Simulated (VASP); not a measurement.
Input:

```xyz
2
Lattice="0.0000 2.3900 2.3900 2.3900 0.0000 2.3900 2.3900 2.3900 0.0000" Properties=species:S:1:pos:R:3 pbc="T T T"
B      0.0000     0.0000     0.0000
As     1.1950     1.1950     1.1950
```

All values below come from PBE GGA, VASP's PBE PAW potentials (set 64) (plane waves; VASP). Settings: 520 eV cut-off, 7×7×7 Γ-centred mesh, Gaussian smearing of 0.050 eV, potentials B As.

Question: Give the stress tensor in GPa (positive for a compressed cell).

Answer: 
```
3.16  0.00  0.00
0.00  3.16  0.00
0.00  0.00  3.16
```
The pressure is its mean diagonal, 3.16 GPa.

The compound is BAs in the zinc blende structure. The cell was not relaxed at this level.
